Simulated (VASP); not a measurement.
Output of a VASP run:

File OSZICAR:
```
       N       E                     dE             d eps       ncg     rms          rms(c)
DAV:   1     0.466342773616E+02    0.46634E+02   -0.77544E+03   864   0.120E+03
DAV:   2    -0.341236359270E+02   -0.80758E+02   -0.73251E+02  1256   0.211E+02
DAV:   3    -0.378562975059E+02   -0.37327E+01   -0.37079E+01  1128   0.485E+01
DAV:   4    -0.378853058822E+02   -0.29008E-01   -0.29000E-01  1004   0.503E+00
DAV:   5    -0.378856486070E+02   -0.34272E-03   -0.34271E-03  1100   0.549E-01    0.122E+01
DAV:   6    -0.329468820788E+02    0.49388E+01   -0.18210E+01  1012   0.319E+01    0.441E+00
DAV:   7    -0.328908805342E+02    0.56002E-01   -0.59595E-01   984   0.572E+00    0.276E+00
DAV:   8    -0.328371958054E+02    0.53685E-01   -0.83381E-02   984   0.290E+00    0.371E-01
DAV:   9    -0.328328642842E+02    0.43315E-02   -0.13276E-02  1068   0.834E-01    0.210E-01
DAV:  10    -0.328330082764E+02   -0.14399E-03   -0.69798E-04  1000   0.206E-01    0.105E-01
DAV:  11    -0.328329675107E+02    0.40766E-04   -0.98066E-05  1028   0.860E-02    0.204E-02
DAV:  12    -0.328329673579E+02    0.15277E-06   -0.11802E-06   832   0.950E-03
   1 F= -.32832967E+02 E0= -.32832967E+02  d E =-.328330E+02
       N       E                     dE             d eps       ncg     rms          rms(c)
DAV:   1    -0.328907564314E+02   -0.57789E-01   -0.12707E+00   980   0.118E+01    0.161E+00
DAV:   2    -0.328349768954E+02    0.55780E-01   -0.19953E-01   984   0.358E+00    0.369E-01
DAV:   3    -0.328339481967E+02    0.10287E-02   -0.61712E-03  1012   0.670E-01    0.152E-01
DAV:   4    -0.328334879421E+02    0.46025E-03   -0.23963E-04  1036   0.129E-01    0.809E-02
DAV:   5    -0.328333679380E+02    0.12000E-03   -0.76381E-05   952   0.712E-02    0.301E-02
DAV:   6    -0.328333672813E+02    0.65665E-06   -0.37130E-06   996   0.158E-02
   2 F= -.32833367E+02 E0= -.32833367E+02  d E =-.399923E-03
       N       E                     dE             d eps       ncg     rms          rms(c)
DAV:   1    -0.328557128603E+02   -0.22345E-01   -0.30610E-01   980   0.574E+00    0.794E-01
DAV:   2    -0.328421085663E+02    0.13604E-01   -0.49973E-02   988   0.180E+00    0.173E-01
DAV:   3    -0.328418767566E+02    0.23181E-03   -0.14535E-03  1008   0.322E-01    0.750E-02
DAV:   4    -0.328417602169E+02    0.11654E-03   -0.64077E-05  1028   0.662E-02    0.383E-02
DAV:   5    -0.328417322567E+02    0.27960E-04   -0.18203E-05   976   0.346E-02    0.144E-02
DAV:   6    -0.328417320225E+02    0.23417E-06   -0.89539E-07   472   0.789E-03
   3 F= -.32841732E+02 E0= -.32841732E+02  d E =-.876466E-02
```

### OUTCAR
```
------------------------ aborting loop because EDIFF is reached ----------------------------------------
  FORCE on cell =-STRESS in cart. coord.  units (eV):
  Direction    XX          YY          ZZ          XY          YZ          ZX
  --------------------------------------------------------------------------------------
  Total        0.0059355      0.0059355     -0.0295769      0.0000000      0.0000000      0.0000000
  in kB        0.2321008      0.2321008     -1.1565740      0.0000000      0.0000000      0.0000000
  external PRESSURE =      -0.2307908 kB  Pullay stress =       0.0000000 kB
  volume of cell :       40.97
      direct lattice vectors                 reciprocal lattice vectors
     1.545683433 -2.677202232  0.000000000     0.323481503 -0.186762133  0.000000000
     1.545683433  2.677202232  0.000000000     0.323481503  0.186762133  0.000000000
     0.000000000  0.000000000  4.950594622     0.000000000  0.000000000  0.201995937
  FREE ENERGIE OF THE ION-ELECTRON SYSTEM (eV)
  ---------------------------------------------------
  free  energy   TOTEN  =       -32.8417320225 eV

  energy  without entropy=      -32.8417320225  energy(sigma->0) =      -32.84173202

 reached required accuracy - stopping structural energy minimisation
```
(Selected blocks of OUTCAR.)

File POSCAR:
```
AlN
1
    1.5550000000    -2.6933390000     0.0000000000
    1.5550000000     2.6933390000     0.0000000000
    0.0000000000     0.0000000000     4.9800000000
Al N
2 2
Direct
  0.6666670000   0.3333330000   0.5000000000
  0.3333330000   0.6666670000   0.0000000000
  0.6666670000   0.3333330000   0.8820000000
  0.3333330000   0.6666670000   0.3820000000
```

### Question
Write an INCAR and KPOINTS that could have produced this output.

### Answer
This is not unique; one that fits is the input of the run itself, LDA (Ceperley-Alder, Perdew-Zunger), plane waves, VASP's LDA PAW potentials (set 64).

KPOINTS:
```
Automatic mesh
0
Gamma
9 9 5
0 0 0
```

### INCAR
```
# general
SYSTEM  =  AlN
PREC    =  Accurate
ENCUT   =  520   # plane-wave cut-off (eV)
LREAL   =  F   # projection in real space or not
LASPH   =  T   # aspherical one-centre terms

# electronic loop
EDIFF   =  1E-6   # SCF stop (eV)
NELM    =  100
ALGO    =  Normal   # blocked Davidson

# smearing
ISMEAR  =  0   # Gaussian
SIGMA   =  0.05   # width (eV)

# ions
IBRION  =  2   # conjugate gradients
NSW     =  60   # most ionic steps
ISIF    =  3   # ions, shape and volume
EDIFFG  =  -0.01

# output
LWAVE   =  F
LCHARG  =  F
```

POTCAR, in this order: Al N (LDA.64 set). Program: vasp_std.

The compound is AlN in the wurtzite structure. This run relaxes it. Symmetry was kept, so distortions that lower it aren't found.
